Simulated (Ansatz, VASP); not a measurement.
# One calculation of Te4O, two programs

```
Te O
1.0
     3.19602    0.00000    0.00000
     0.00000    3.19602    0.00000
     0.00000    0.00000   13.97514
Te O
4 1
Direct
  0.00000 0.00000 0.14433
  0.00000 0.00000 0.85567
  0.00000 0.00000 0.63361
  0.00000 0.00000 0.36639
  0.00000 0.00000 0.00000
```

Alike in both runs: functional PBE; k mesh 10 × 10 × 4; occupations gaussian, width 0.1 eV; no spin polarisation.

Ansatz relaxed the structure, and its values are those at the end. VASP's run is a single point on that final structure, the one shown.

```csv
,VASP,Ansatz
version,VASP 6.6.1,Ansatz 0.2.0
potentials or method,"VASP PAW PBE potentials, release 64 (Te, O)","scalar-relativistic, plane waves, PAW"
plane-wave cutoff (eV),520,420
valence electrons in the cell,30,70
```

Ansatz gave:

- gap on the k mesh at the Fermi level (eV): none
- pressure (GPa): 0.0
- rms of the force components (eV/Å): 0.000

Task: Estimate VASP's values.

Result: gap on the k mesh at the Fermi level (eV): none; pressure (GPa): -0.1; rms of the force components (eV/Å): 0.010.

A gap of «none» marks a metal or a gap that the smearing closes. The two sets of potentials don't hold the same shells in valence.

Caveats: this functional lacks dispersion, which binds the layers, so the pressure and a relaxed spacing across them are unreliable. Spin-orbit coupling is left out, which matters for the levels of Te.
